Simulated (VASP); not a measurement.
Data:

```
Sr2S4Si
1.0
    6.60217     0.00000    -0.00433
    0.00000     6.66174     0.00000
   -2.58536     0.00000     7.84820
Sr Si S
4 2 8
Direct
  0.28395   0.75000   0.95160
  0.71605   0.25000   0.04840
  0.22488   0.75000   0.42930
  0.77512   0.25000   0.57070
  0.72053   0.75000   0.79660
  0.27947   0.25000   0.20340
  0.88582   0.75000   0.06152
  0.11418   0.25000   0.93848
  0.91604   0.75000   0.63529
  0.08396   0.25000   0.36471
  0.50973   0.50181   0.73696
  0.49027   0.49819   0.26304
  0.49027   0.00181   0.26304
  0.50973   0.99819   0.73696
```

All values below come from r2SCAN meta-GGA, VASP's PBE PAW potentials (set 64) (plane waves; VASP). Run with LREAL = Auto, 400 eV cut-off, 4×4×3 Γ-centred mesh, tetrahedra with Blöchl corrections, potentials Sr_sv Si S.

Question: Give the energies of bands 40 to 53 at the high-symmetry points, in eV from the valence-band maximum.

Answer: 
| band | Γ | Z | D | B | A | E | C2 | Y2 |
|---|---|---|---|---|---|---|---|---|
| 40 | -1.10 | -1.39 | -1.54 | -1.29 | -1.11 | -1.61 | -1.36 | -1.27 |
| 41 | -0.90 | -1.06 | -1.13 | -1.29 | -1.01 | -1.04 | -1.15 | -1.03 |
| 42 | -0.80 | -1.06 | -1.13 | -1.02 | -0.84 | -1.04 | -1.15 | -0.91 |
| 43 | -0.73 | -0.90 | -1.09 | -0.68 | -0.77 | -0.78 | -0.84 | -0.86 |
| 44 | -0.50 | -0.90 | -1.09 | -0.62 | -0.53 | -0.78 | -0.84 | -0.69 |
| 45 | -0.49 | -0.81 | -0.57 | -0.61 | -0.50 | -0.70 | -0.63 | -0.43 |
| 46 | -0.32 | -0.81 | -0.57 | -0.45 | -0.36 | -0.70 | -0.63 | -0.42 |
| 47 | -0.21 | -0.38 | -0.46 | -0.25 | -0.24 | -0.59 | -0.54 | -0.23 |
| 48 | 0.00 | -0.38 | -0.46 | -0.10 | -0.04 | -0.59 | -0.54 | -0.17 |
| 49 | 3.92 | 4.29 | 4.35 | 4.07 | 4.05 | 4.71 | 3.71 | 3.40 |
| 50 | 4.15 | 4.29 | 4.35 | 4.32 | 4.11 | 4.71 | 3.71 | 3.88 |
| 51 | 4.28 | 4.73 | 4.67 | 4.38 | 4.38 | 4.81 | 4.50 | 4.08 |
| 52 | 4.51 | 4.73 | 4.67 | 4.53 | 4.60 | 4.81 | 4.50 | 4.38 |
| 53 | 4.62 | 4.92 | 5.34 | 4.97 | 4.92 | 5.09 | 4.88 | 4.51 |

The gap is indirect, 3.40 eV, from the valence maximum at Γ to the conduction minimum at Y2.

The structure comes from a computed database's Sr2SiS4 entry (P2_1/m); how it stands against other phases isn't given here. It was relaxed first.
